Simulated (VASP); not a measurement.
```yaml
crystal:
  lattice:
    - [4.15892, 0.00000, 0.00000]
    - [-2.07946, 3.60173, 0.00000]
    - [0.00000, 0.00000, 6.38446]
  atoms:
    - { symbol: Ge, position: [0.00000, 0.00000, 0.00000] }
    - { symbol: Ge, position: [0.00000, 0.00000, 0.50000] }
    - { symbol: Sn, position: [0.33333, 0.66667, 0.25000] }
    - { symbol: Sn, position: [0.66667, 0.33333, 0.75000] }
```

Computed with PBEsol GGA, VASP's PBE PAW potentials (set 64) (plane waves; VASP). Settings: 400 eV cut-off, 10×10×6 Γ-centred mesh, tetrahedra with Blöchl corrections, potentials Ge_d Sn_d.

Unless said otherwise, spin-orbit coupling is left out, though it shifts the bands of the heavy elements here.

Question: Estimate the energy per atom (σ→0), band gap (on the k-mesh) with the smallest direct gap where there is one.

Answer: 
- band gap (on the k-mesh) = none (metal, semimetal or under 0.01 eV)
- energy per atom (σ→0) = -4.450 eV/atom

The absolute energy has meaning only against runs of the same code, potentials and settings.

The structure was generated: GeSn was put into the NiAs type type (P6_3/mmc), which need not be its known phase. It was relaxed first, which changed the volume by +13 %.
